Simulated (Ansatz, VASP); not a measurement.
# Two plane-wave programs on ReP2

INCAR

```
  PREC = Accurate
  ENCUT = 520
  EDIFF = 1E-7
  ISMEAR = 0
  SIGMA = 0.1
  LREAL = F
  LASPH = T
  NELM = 100
  ALGO = Normal
  ISIF = 2
  LWAVE = F
  LCHARG = F
  GGA = PE
  NBANDS = 16
```

KPOINTS

```
regular mesh
0
Gamma
  4 4 6
```

POSCAR

```
ReP2
1.0
    4.1543346000      0.0000000000      0.0000000000
    0.0000000000      4.1543346000      0.0000000000
    0.0000000000      0.0000000000      2.9375581700
Re P
1 2
Direct
    0.0000000000      0.0000000000      0.0000000000
    0.5000000000      0.0000000000      0.5000000000
    0.0000000000      0.5000000000      0.5000000000
```

Input for Ansatz:

```yaml
crystal:
  lattice:
    - [4.1543346, 0.0, 0.0]
    - [0.0, 4.1543346, 0.0]
    - [0.0, 0.0, 2.93755817]
  atoms:
    - { symbol: Re, position: [0.0, 0.0, 0.0] }
    - { symbol: P, position: [0.5, 0.0, 0.5] }
    - { symbol: P, position: [0.0, 0.5, 0.5] }
basis:
  ecutwfc: 420
kpoints:
  mp_grid: { grid: [4, 4, 6] }
hamiltonian:
  xc: pbe
scf:
  occupations: { method: gaussian, width: 0.1 }
  lower_state_search: "off"
output:
  forces: true
  stress: true
  eigenvalues: true
```

Change from the starting cell: ordered vacancies on the cation sites of caesium chloride (P4/mmm, No. 123).

Alike in both runs: task single point; functional PBE; k mesh 4 × 4 × 6; occupations gaussian, width 0.1 eV; no spin polarisation.

```csv
,VASP,Ansatz
version,VASP 6.6.1,Ansatz 0.2.0
potentials or method,"VASP PAW PBE potentials, release 64 (Re, P)","scalar-relativistic, plane waves, PAW"
plane-wave cutoff (eV),520,420
valence electrons in the cell,17,25
```

VASP gave:

| Quantity | Value |
| --- | --- |
| gap on the k mesh at the Fermi level (eV) | none |
| pressure (GPa) | -6.2 |
| largest component of the traceless stress (GPa) | 10.71 |

Q: Which values does Ansatz return?

A: gap on the k mesh at the Fermi level (eV): none; pressure (GPa): -6.7; largest component of the traceless stress (GPa): 10.68.

A gap of «none» marks a metal or a gap that the smearing closes. The functional is the same, so the differences come from potentials, cutoffs and numerics. The two sets of potentials don't hold the same shells in valence.

Caveats: the k mesh is coarse (spacing up to 0.38 Å⁻¹), so the values aren't converged. The runs have no spin-orbit coupling, so splittings on Re are missing.
